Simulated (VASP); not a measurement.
Consider the following.

```
HfS2
1.0
    1.82439    -3.15994     0.00000
    1.82439     3.15994     0.00000
    0.00000     0.00000     6.50607
Hf S
1 2
Direct
  0.00000   0.00000   0.00000
  0.33333   0.66667   0.22159
  0.66667   0.33333   0.77841
```

Level of theory: PBE GGA, VASP's PBE PAW potentials (set 64) (plane waves; VASP). Numerical set-up: 520 eV cut-off, 8×8×4 Γ-centred mesh, tetrahedra with Blöchl corrections, potentials Hf_pv S.

Without a dispersion term in the relaxation, distances and binding between the weakly bound layers, chains or molecules are unreliable, and so is what depends on them.

**Question.** Predict the energy per atom (σ→0).

**Answer.** 
```json
{
  "energy per atom (σ→0)": "-7.643 eV/atom"
}
```

Only differences to runs with the same potentials and settings are physical.

The compound is HfS2 in the 1T layered structure. It was relaxed first, which changed the volume by +12 %.
